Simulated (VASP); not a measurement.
Data:

```
CuGa3Y
1.0
   -2.00941     2.00941     5.29024
    2.00941    -2.00941     5.29024
    2.00941     2.00941    -5.29024
Y Ga Cu
1 3 1
Direct
  0.00000   0.00000   0.00000
  0.61332   0.61332   0.00000
  0.38668   0.38668   0.00000
  0.75000   0.25000   0.50000
  0.25000   0.75000   0.50000
```

The numbers are results of PBEsol GGA, VASP's PBE PAW potentials (set 64) (plane waves; VASP), not measurements. Numerical set-up: 400 eV cut-off, Gaussian smearing of 0.050 eV, potentials Y_sv Ga_d Cu.

Give the energies of bands 22 to 35 at the high-symmetry points, in eV from the Fermi level.

| band | Γ | X | P | N | M | S | R |
|---|---|---|---|---|---|---|---|
| 22 | -5.75 | -5.99 | -6.05 | -5.36 | -3.86 | -5.95 | -5.82 |
| 23 | -3.53 | -4.19 | -4.19 | -4.32 | -3.56 | -3.74 | -4.01 |
| 24 | -3.53 | -3.54 | -3.48 | -3.73 | -3.56 | -3.72 | -3.73 |
| 25 | -3.34 | -3.31 | -3.29 | -3.64 | -3.48 | -3.63 | -3.35 |
| 26 | -3.27 | -3.27 | -3.29 | -3.51 | -3.27 | -3.50 | -3.34 |
| 27 | -2.92 | -3.21 | -3.09 | -3.21 | -1.57 | -3.22 | -3.24 |
| 28 | -1.69 | -3.06 | -3.06 | -2.79 | -1.57 | -1.72 | -2.90 |
| 29 | -1.69 | -2.87 | -2.87 | -0.83 | -0.94 | -1.38 | -2.62 |
| 30 | -0.54 | -2.68 | -2.68 | -0.03 | -0.82 | -0.94 | -2.49 |
| 31 | 0.85 | -1.75 | -1.77 | 0.19 | 1.50 | 0.90 | -1.69 |
| 32 | 1.58 | 1.96 | 0.80 | 1.62 | 1.50 | 1.70 | 1.66 |
| 33 | 1.58 | 2.29 | 2.40 | 1.94 | 1.90 | 2.19 | 2.34 |
| 34 | 2.77 | 2.45 | 3.75 | 2.24 | 2.01 | 2.77 | 2.44 |
| 35 | 3.18 | 3.87 | 4.11 | 3.09 | 2.77 | 2.82 | 4.04 |

It has no gap at this level: it comes out as a metal or semimetal.

The structure comes from a computed database's YGa3Cu entry (I-4m2); how it stands against other phases isn't given here. It was relaxed first. The electron count is odd and the run is not spin-polarised, which forces a metal.
